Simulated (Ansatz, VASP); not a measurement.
**One calculation of SnAs, two programs**

File INCAR:

```
SYSTEM = SnAs
PREC = Accurate ; ENCUT = 520
EDIFF = 1E-7 ; ISMEAR = -1
SIGMA = 0.05 ; LREAL = .False.
LASPH = .True. ; NELM = 80
ALGO = Normal ; ISIF = 2
LWAVE = .False. ; LCHARG = .False.
GGA = CA ; NBANDS = 16
```

The input KPOINTS:

```
Automatic mesh
0
Gamma
  11 11 11
  0 0 0
```

File POSCAR:

```
SnAs
1.0
    0.0000000000      2.7251684617      2.7251684617
    2.7251684617      0.0000000000      2.7251684617
    2.7251684617      2.7251684617      0.0000000000
Sn As
1 1
Direct
    0.5000000000      0.5000000000      0.5000000000
    0.0000000000      0.0000000000      0.0000000000
```

Input for Ansatz:

```yaml
crystal:
  lattice:
    - [0.0, 2.7251684617, 2.7251684617]
    - [2.7251684617, 0.0, 2.7251684617]
    - [2.7251684617, 2.7251684617, 0.0]
  atoms:
    - { symbol: Sn, position: [0.5, 0.5, 0.5] }
    - { symbol: As, position: [0.0, 0.0, 0.0] }
kpoints:
  mp_grid: { grid: [11, 11, 11] }
  band_path:
    path:
      - [0.0, 0.0, 0.0]
      - [0.5, 0.0, 0.5]
      - [0.625, 0.25, 0.625]
      - [0.375, 0.375, 0.75]
      - [0.0, 0.0, 0.0]
      - [0.5, 0.5, 0.5]
      - [0.5, 0.25, 0.75]
      - [0.5, 0.0, 0.5]
    npoints: 6
scf:
  occupations: { method: fermi_dirac, width: 0.05 }
hamiltonian:
  xc: lda
  pseudopotentials: { kind: all_electron, lapw: { basis_error: 0.001 } }
output:
  forces: true
  stress: true
  eigenvalues: true
  populations: true
```

Change from the starting cell: volume scaled by 0.85, LAPW.

Alike in both runs: task single point; functional LDA; k mesh 11 × 11 × 11; occupations fermi-dirac, width 0.05 eV; no spin polarisation.

|  | VASP | Ansatz |
| --- | --- | --- |
| version | VASP 6.6.1 | Ansatz 0.2.0 |
| potentials or method | VASP PAW LDA potentials, release 64 (Sn_d, As) | all-electron LAPW, scalar-relativistic |
| plane-wave cutoff (eV) | 520 | see its input |

VASP gave:

- pressure (GPa): 12.5

Which values does Ansatz return?

Pressure (GPa): 12.2.

Ansatz ran all-electron here, so the differences hold the error of VASP's frozen core and of both bases.
